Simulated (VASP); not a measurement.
**WS2 (Tungstenite): lattice, stiffness and zone-centre modes**

What lattice, stiffness and vibrations does WS2 (Tungstenite) have at one level of theory? The starting structure is a measured crystal structure from the Crystallography Open Database. All runs use PBEsol.

Calculated with VASP 6.6.1; Kohn-Sham DFT with plane waves and PAW; PBEsol.

## Step 1: Starting point

The structure is hexagonal, space group P6_3/mmc (No. 194). Conventional cell: a = 3.153 Å, b = 3.153 Å, c = 12.323 Å, α = 90.00°, β = 90.00°, γ = 120.00°. Nearest to W lie 6 S at 2.40 Å. Nearest to S lie 3 W at 2.40 Å. Farther neighbours and most contacts between anions are not listed.

As a file:

```
W S
1.0
     3.15320    0.00000    0.00000
    -1.57660    2.73075    0.00000
     0.00000    0.00000   12.32300
W S
2 4
Direct
  0.66667 0.33333 0.75000
  0.33333 0.66667 0.25000
  0.66667 0.33333 0.37750
  0.33333 0.66667 0.87750
  0.66667 0.33333 0.12250
  0.33333 0.66667 0.62250
```

## Step 2: Relaxation

This run starts from the cell of an earlier relaxation, which isn't shown; the restart sets up the plane waves anew.

File INCAR:

```
SYSTEM = WS2
PREC = Accurate
ENCUT = 500
EDIFF = 1E-07
NELM = 100
ISMEAR = 0
SIGMA = 0.03
LREAL = .FALSE.
ALGO = Normal
GGA = PS
NBANDS = 24
LASPH = .TRUE.
LORBIT = 11
LWAVE = .FALSE.
LCHARG = .FALSE.
KPAR = 8
IBRION = 2
NSW = 50
ISIF = 3
EDIFFG = -0.002
```

File POSCAR:

```
WS2
1.0
    3.1422258934      0.0000000000      0.0000000000
   -1.5711129467      2.7212474481      0.0000000000
    0.0000000000      0.0000000000     12.6691432347
W S
2 4
Direct
    0.6666666667      0.3333333333      0.7500000000
    0.3333333333      0.6666666667      0.2500000000
    0.6666666667      0.3333333333      0.3737597085
    0.3333333333      0.6666666667      0.8737597085
    0.6666666667      0.3333333333      0.1262402915
    0.3333333333      0.6666666667      0.6262402915
```

File KPOINTS:

```
Automatic mesh
0
Gamma
9 9 2
0 0 0
```

The projector-augmented-wave data sets are W and S (PBE family, release 64).

Command:

```console
$ mpirun -np 8 vasp_std
```

The program printed:

```text
[banner, memory and clock lines left out]
running    8 mpi-ranks, on    1 nodes
 distrk:  each k-point on    1 cores,    8 groups
 distr:  one band on    1 cores,    1 groups

 POSCAR found type information on POSCAR W S
 POSCAR found :  2 types and       6 ions
|                                                                             |
|           W    W    AA    RRRRR   N    N  II  N    N   GGGG   !!!           |
|           W    W   A  A   R    R  NN   N  II  NN   N  G    G  !!!           |
|           W    W  A    A  R    R  N N  N  II  N N  N  G       !!!           |
|           W WW W  AAAAAA  RRRRR   N  N N  II  N  N N  G  GGG   !            |
|           WW  WW  A    A  R   R   N   NN  II  N   NN  G    G                |
|           W    W  A    A  R    R  N    N  II  N    N   GGGG   !!!           |
|                                                                             |
|     For optimal performance we recommend to set                             |
|       NCORE = 2 up to number-of-cores-per-socket                            |
|     NCORE specifies how many cores store one orbital (NPAR=cpu/NCORE).      |
|     This setting can greatly improve the performance of VASP for DFT.       |
|     The default, NCORE=1 might be grossly inefficient on modern             |
|     multi-core architectures or massively parallel machines. Do your        |
|     Unfortunately you need to use the default for GW and RPA                |
|     calculations (for HF NCORE is supported but not extensively tested      |
|     yet).                                                                   |
|                                                                             |

|                                                                             |
|               ----> ADVICE to this user running VASP <----                  |
|                                                                             |
|     You enforced a specific xc type in the INCAR file but a different       |
|     [... a line on the potential file left out ...]
|     I HOPE YOU KNOW WHAT YOU ARE DOING!                                     |
|                                                                             |

 LDA part: xc-table for (Slater+PW92), standard interpolation
 POSCAR, INCAR and KPOINTS ok, starting setup
 FFT: planning ... GRIDC
 FFT: planning ... GRID_SOFT
 FFT: planning ... GRID
 WAVECAR not read
 entering main loop
       N       E                     dE             d eps       ncg     rms          rms(c)
DAV:   1     0.183846259598E+03    0.18385E+03   -0.15876E+04  1152   0.129E+03
DAV:   2    -0.385120780432E+02   -0.22236E+03   -0.21512E+03  1576   0.283E+02
DAV:   3    -0.530123422923E+02   -0.14500E+02   -0.14402E+02  1536   0.684E+01
DAV:   4    -0.533135736126E+02   -0.30123E+00   -0.30050E+00  1544   0.112E+01
DAV:   5    -0.533212770748E+02   -0.77035E-02   -0.76994E-02  1568   0.158E+00    0.415E+01
DAV:   6    -0.510969534358E+02    0.22243E+01   -0.94024E+00  1704   0.153E+01    0.187E+01
DAV:   7    -0.508001314135E+02    0.29682E+00   -0.31834E+00  1536   0.101E+01    0.883E+00
DAV:   8    -0.506757382716E+02    0.12439E+00   -0.44472E-01  1584   0.429E+00    0.136E+00
DAV:   9    -0.506707397960E+02    0.49985E-02   -0.64556E-02  1608   0.140E+00    0.572E-01
DAV:  10    -0.506690885356E+02    0.16513E-02   -0.14574E-02  1624   0.691E-01    0.346E-01
DAV:  11    -0.506690412513E+02    0.47284E-04   -0.18350E-03  1592   0.254E-01    0.120E-01
DAV:  12    -0.506690223701E+02    0.18881E-04   -0.38202E-04  1568   0.126E-01    0.606E-02
DAV:  13    -0.506690257309E+02   -0.33608E-05   -0.38318E-05  1672   0.326E-02    0.141E-02
DAV:  14    -0.506690254894E+02    0.24146E-06   -0.20501E-06  1680   0.781E-03    0.552E-03
DAV:  15    -0.506690256138E+02   -0.12440E-06   -0.28655E-07  1304   0.343E-03    0.467E-03
DAV:  16    -0.506690257023E+02   -0.88507E-07   -0.84891E-08   984   0.171E-03
   1 F= -.50669026E+02 E0= -.50669026E+02  d E =-.506690E+02
[... from here on, the cycles between the ionic steps are left out ...]
   2 F= -.50669026E+02 E0= -.50669026E+02  d E =-.302318E-06
   3 F= -.50669026E+02 E0= -.50669026E+02  d E =-.239159E-06
   4 F= -.50669026E+02 E0= -.50669026E+02  d E =-.168688E-06
   5 F= -.50669026E+02 E0= -.50669026E+02  d E =-.231892E-06
   6 F= -.50669027E+02 E0= -.50669027E+02  d E =-.556719E-06
   7 F= -.50669027E+02 E0= -.50669027E+02  d E =-.124443E-05
   8 F= -.50669028E+02 E0= -.50669028E+02  d E =-.578701E-06
   9 F= -.50669029E+02 E0= -.50669029E+02  d E =-.152296E-05
 curvature:  -1.07 expect dE=-0.369E-05 dE for cont linesearch -0.777E-06
 ZBRENT: increasing intervall
 opt :   0.6644  next Energy=   -50.669030 (dE=-0.286E-05)
 bond charge predicted
       N       E                     dE             d eps       ncg     rms          rms(c)
DAV:   1    -0.506690330045E+02   -0.40808E-05   -0.49089E-04  1152   0.105E-01    0.213E-02
DAV:   2    -0.506690309645E+02    0.20400E-05   -0.31240E-05  1296   0.399E-02    0.146E-02
DAV:   3    -0.506690305184E+02    0.44602E-06   -0.11879E-06  1504   0.699E-03    0.907E-03
DAV:   4    -0.506690299428E+02    0.57562E-06   -0.22088E-06  1416   0.694E-03    0.233E-03
DAV:   5    -0.506690299363E+02    0.64929E-08   -0.13977E-07   672   0.259E-03
  10 F= -.50669030E+02 E0= -.50669030E+02  d E =-.251852E-05
 curvature:  -1.85 expect dE=-0.564E-06 dE for cont linesearch -0.294E-06
 trial: gam=-0.08335 g(F)=  0.289E-06 g(S)=  0.159E-07 ort = 0.262E-05 (trialstep = 0.186E+00)
 search vector abs. value=  0.169E-06
 reached required accuracy - stopping structural energy minimisation
```

Run time: 41 s. Hardware: 8 MPI ranks of Intel Xeon 6975P-C (Granite Rapids), shared host; peak memory 2.2 GiB.

Lines that name or quote the potential files are left out of all logs, and their timing lines are given in words.

Parts of OUTCAR (step 2):

```text
ion  position               nearest neighbor table
   1  0.667  0.333  0.750-   4 2.40   6 2.40   4 2.40   6 2.40   4 2.40   6 2.40
   2  0.333  0.667  0.250-   3 2.40   5 2.40   3 2.40   5 2.40   3 2.40   5 2.40
   3  0.667  0.333  0.374-   2 2.40   2 2.40   2 2.40
   4  0.333  0.667  0.874-   1 2.40   1 2.40   1 2.40
   5  0.667  0.333  0.126-   2 2.40   2 2.40   2 2.40
   6  0.333  0.667  0.626-   1 2.40   1 2.40   1 2.40

  LATTYP: Found a hexagonal cell.
 ALAT       =     3.1422258934
 C/A-ratio  =     4.0319008450

 Subroutine GETGRP returns: Found 24 space group operations
 (whereof 12 operations were pure point group operations)

The static configuration has the point symmetry D_3d.
 The point group associated with its full space group is D_6h.

 Found     24 irreducible k-points:

   k-points           NKPTS =     24   k-points in BZ     NKDIM =     24   number of bands    NBANDS=     24

   dimension x,y,z NGX =    24 NGY =   24 NGZ =   96
   dimension x,y,z NGXF=    48 NGYF=   48 NGZF=  192

   ENCUT  =  500.0 eV  36.75 Ry    6.06 a.u.   5.73  5.73 23.10*2*pi/ulx,y,z

   NELECT =      36.0000    total number of electrons

 k-points in reciprocal lattice and weights: Automatic mesh
   0.00000000  0.00000000  0.00000000       0.006
   0.11111111 -0.00000000  0.00000000       0.037
   0.22222222  0.00000000  0.00000000       0.037
   0.33333333 -0.00000000  0.00000000       0.037
   0.44444444  0.00000000  0.00000000       0.037
   0.11111111  0.11111111  0.00000000       0.037
   0.22222222  0.11111111  0.00000000       0.074
   0.33333333  0.11111111  0.00000000       0.074
   0.44444444  0.11111111  0.00000000       0.037
[...]
0.33333333  0.22222222  0.50000000       0.074
   0.33333333  0.33333333  0.50000000       0.012

 average (electrostatic) potential at core
       1 -39.8256       2 -39.8256       3 -85.9948       4 -85.9948       5 -85.9948
       6 -85.9948

 E-fermi :   6.0877

 k-point     1 :       0.0000    0.0000    0.0000
  band No.  band energies     occupation
    ...
     14       3.9021      2.00000
     15       3.9021      2.00000
     16       4.3420      2.00000
     17       4.8119      2.00000
     18       5.9487      2.00000
     19       8.4382      0.00000
     20       8.4382      0.00000
     21       8.4468      0.00000
     22       8.4468      0.00000
     23       8.5424      0.00000
    ...

 k-point     2 :       0.1111   -0.0000    0.0000
  band No.  band energies     occupation
    ...
     14       3.5836      2.00000
     15       3.8874      2.00000
     16       4.6376      2.00000
     17       4.8268      2.00000
     18       5.6140      2.00000
     19       8.0566      0.00000
     20       8.2690      0.00000
     21       8.3430      0.00000
     22       8.3682      0.00000
     23       8.3817      0.00000
    ...

 k-point     3 :       0.2222    0.0000    0.0000
  band No.  band energies     occupation
    ...
     14       3.3578      2.00000
     15       3.5758      2.00000
     16       4.2902      2.00000
     17       4.5858      2.00000
     18       4.7435      2.00000
     19       7.4123      0.00000
     20       8.0340      0.00000
     21       8.2027      0.00000
     22       8.2791      0.00000
     23       8.3941      0.00000
    ...

  Total        0.0009206      0.0009206      0.0005296     -0.0000000      0.0000000      0.0000000
  in kB        0.0136226      0.0136226      0.0078369     -0.0000000      0.0000000      0.0000000
  external PRESSURE =       0.0116940 kB  Pullay stress =       0.0000000 kB

  energy-cutoff  :      500.00
  volume of cell :      108.27
      direct lattice vectors                 reciprocal lattice vectors
     3.142167139  0.000000000 -0.000000000     0.318251689  0.183742698 -0.000000000
    -1.571083570  2.721196566  0.000000000    -0.000000000  0.367485397 -0.000000000
     0.000000000  0.000000000 12.663055113     0.000000000 -0.000000000  0.078969885

 POSITION                                       TOTAL-FORCE (eV/Angst)
 -----------------------------------------------------------------------------------
      1.57108      0.90707      9.49729        -0.000000     -0.000000      0.000000
     -0.00000      1.81413      3.16576        -0.000000      0.000000      0.000000
      1.57108      0.90707      4.73375         0.000000      0.000000      0.001225
     -0.00000      1.81413     11.06528         0.000000      0.000000      0.001225
      1.57108      0.90707      1.59778         0.000000     -0.000000     -0.001225
     -0.00000      1.81413      7.92930        -0.000000      0.000000     -0.001225
 -----------------------------------------------------------------------------------
    total drift:                                0.000000     -0.000000      0.000000

  FREE ENERGIE OF THE ION-ELECTRON SYSTEM (eV)
  ---------------------------------------------------
  free  energy   TOTEN  =       -50.6690299363 eV

  energy  without entropy=      -50.6690299363  energy(sigma->0) =      -50.66902994

 reached required accuracy - stopping structural energy minimisation

 total charge
# of ion       s       p       d       tot
------------------------------------------
    1        0.570   0.731   4.323   5.623
    2        0.570   0.731   4.323   5.623
    3        1.354   2.346   0.000   3.700
    4        1.354   2.346   0.000   3.700
    5        1.354   2.346   0.000   3.700
    6        1.354   2.346   0.000   3.700
--------------------------------------------------
tot          6.554  10.848   8.645  26.047

[... 3 further parts left out ...]
```

CONTCAR:

```
WS2
   1.00000000000000
     3.1421671393189250    0.0000000000000000   -0.0000000000000000
    -1.5710835696594625    2.7211965655732140    0.0000000000000000
     0.0000000000000000    0.0000000000000000   12.6630551128188209
  W               S
     2     4
Direct
     0.6666666667000030    0.3333333332999970    0.7500000000000000
     0.3333333332999970    0.6666666667000030    0.2500000000000000
     0.6666666667000030    0.3333333332999970    0.3738238877168626
     0.3333333332999970    0.6666666667000030    0.8738238877168626
     0.6666666667000030    0.3333333332999970    0.1261761122831374
     0.3333333332999970    0.6666666667000030    0.6261761122831374
```

Logs of long relaxations may skip ionic steps without a mark.

The PAW data sets were made with PBE, which is usual practice but a small mismatch for other functionals. The data set W keeps the semicore shell frozen, which is cheaper and a little less accurate. The run keeps the 24 symmetry operations of its start, so it cannot find a distortion of lower symmetry.

The relaxed cell holds 18.046 Å³ an atom, with a = 3.142 Å (-0.3 % against the database cell) and c = 12.663 Å (+2.8 % against the database cell). Pressures at 0.985 and 1.015 times this volume, from two more relaxations that aren't shown, give a bulk modulus of 18.2 GPa.

## Step 3: Elastic constants

File INCAR:

```
SYSTEM = WS2
PREC = Accurate
ENCUT = 700
EDIFF = 1E-08
NELM = 100
ISMEAR = 0
SIGMA = 0.03
LREAL = .FALSE.
ALGO = Normal
GGA = PS
NBANDS = 24
LASPH = .TRUE.
LORBIT = 11
LWAVE = .FALSE.
LCHARG = .FALSE.
KPAR = 8
IBRION = 6
NFREE = 2
POTIM = 0.015
ISIF = 3
NSW = 1
```

File POSCAR:

```
WS2
1.0
    3.1421671393      0.0000000000      0.0000000000
   -1.5710835697      2.7211965656      0.0000000000
    0.0000000000      0.0000000000     12.6630551128
W S
2 4
Direct
    0.6666666667      0.3333333333      0.7500000000
    0.3333333333      0.6666666667      0.2500000000
    0.6666666667      0.3333333333      0.3738238877
    0.3333333333      0.6666666667      0.8738238877
    0.6666666667      0.3333333333      0.1261761123
    0.3333333333      0.6666666667      0.6261761123
```

KPOINTS is that of step 2.

Command:

```console
$ mpirun -np 8 vasp_std
```

The program printed:

```text
[banner, memory and clock lines left out]
running    8 mpi-ranks, on    1 nodes
[...]
[... a notice as in an earlier step ...]

 [... a notice as in an earlier step ...]

 LDA part: xc-table for (Slater+PW92), standard interpolation
 POSCAR, INCAR and KPOINTS ok, starting setup
[...]
entering main loop
       N       E                     dE             d eps       ncg     rms          rms(c)
DAV:   1     0.230951084932E+03    0.23095E+03   -0.19324E+04  1152   0.169E+03
DAV:   2    -0.338842135266E+02   -0.26484E+03   -0.25429E+03  1560   0.322E+02
DAV:   3    -0.528494058891E+02   -0.18965E+02   -0.18806E+02  1536   0.789E+01
DAV:   4    -0.533127715568E+02   -0.46337E+00   -0.46195E+00  1560   0.138E+01
[...]
DAV:  15    -0.506730421494E+02   -0.18511E-06   -0.21389E-07  1496   0.285E-03    0.418E-03
DAV:  16    -0.506730422422E+02   -0.92789E-07   -0.61412E-08  1464   0.127E-03    0.577E-04
DAV:  17    -0.506730422341E+02    0.81691E-08   -0.15504E-08  1096   0.703E-04
[...]
2 F= -.50651990E+02 E0= -.50651990E+02  d E =-.134530E-18
   3 F= -.50648915E+02 E0= -.50648915E+02  d E =-.512265E-13
   4 F= -.50651921E+02 E0= -.50651921E+02  d E =-.287489E-11
   5 F= -.50649001E+02 E0= -.50649001E+02  d E =-.221185E-11
   6 F= -.50650427E+02 E0= -.50650427E+02  d E =-.388145E-15
   7 F= -.50648035E+02 E0= -.50648035E+02  d E =-.325196E-11
   8 F= -.50665045E+02 E0= -.50665045E+02  d E =-.369954E-16
   9 F= -.50665045E+02 E0= -.50665045E+02  d E =-.370257E-16
  10 F= -.50661182E+02 E0= -.50661182E+02  d E =-.891578E-13
  11 F= -.50661182E+02 E0= -.50661182E+02  d E =-.891781E-13
  12 F= -.50661183E+02 E0= -.50661183E+02  d E =-.569862E-13
  13 F= -.50661183E+02 E0= -.50661183E+02  d E =-.569892E-13
  14 F= -.50670527E+02 E0= -.50670527E+02  d E =-.123134E-14
  15 F= -.50670527E+02 E0= -.50670527E+02  d E =-.711897E-15
  16 F= -.50669248E+02 E0= -.50669248E+02  d E =-.100165E-12
  17 F= -.50669248E+02 E0= -.50669248E+02  d E =-.100060E-12
  18 F= -.50671825E+02 E0= -.50671825E+02  d E =-.304319E-14
  19 F= -.50671825E+02 E0= -.50671825E+02  d E =-.251166E-14
  20 F= -.50670932E+02 E0= -.50670932E+02  d E =-.232818E-14
  21 F= -.50670903E+02 E0= -.50670903E+02  d E =-.420135E-12
 Finite differences progress:
  Degree of freedom:  10/ 10
  Displacement:        2/  2
  Total:              20/ 20
```

Wall time 6.2 min (8 MPI ranks); peak memory 5.8 GiB; 49 min of CPU time.

From OUTCAR (step 3):

```text
  Total        0.2346310      0.2346310      0.5328363     -0.0000000      0.0000000      0.0000000
  in kB        3.4719081      3.4719081      7.8845460     -0.0000000      0.0000000      0.0000000
  external PRESSURE =       4.9427874 kB  Pullay stress =       0.0000000 kB

 POSITION                                       TOTAL-FORCE (eV/Angst)
 -----------------------------------------------------------------------------------
      1.57108      0.90707      9.49729        -0.000000     -0.000000     -0.000074
     -0.00000      1.81413      3.16576         0.000000     -0.000000     -0.256351
      1.57108      0.90707      4.71875        -0.000000      0.000000      0.288216
     -0.00000      1.81413     11.06528        -0.000000      0.000000     -0.000278
      1.57108      0.90707      1.59778         0.000000     -0.000000     -0.030318
     -0.00000      1.81413      7.92930         0.000000     -0.000000     -0.001194
 -----------------------------------------------------------------------------------
    total drift:                                0.000000      0.000000      0.000032

  FREE ENERGIE OF THE ION-ELECTRON SYSTEM (eV)
  ---------------------------------------------------
  free  energy   TOTEN  =       -50.6709026288 eV

  energy  without entropy=      -50.6709026288  energy(sigma->0) =      -50.67090263

[... 1 part as in an earlier step ...]

[... 2 further parts left out ...]
[key lines of the parts left out:]
E-fermi :   6.0919
```

The last energy, forces and stress in OUTCAR belong to the last displaced cell, not to that of POSCAR.

The elastic tensor has C11 = 246.6, C12 = 51.6, C44 = 10.8 GPa, among others; its Hill averages are a bulk modulus of 45.0 and a shear modulus of 36.2 GPa.

[end of part 1 of 2]

[Lines on the potential files, build, host, timing and source positions are cut from VASP's logs without a mark.]

[Logs are printed without paths, hosts, clocks, repeated set-up lines and the standing remarks that a program may print on its own settings, such as how far it seeks lower states.]

[Hosts, paths, dates, database ids (printed as entryN), source tags and the programs' standing remarks are cut or masked in the printed files.]
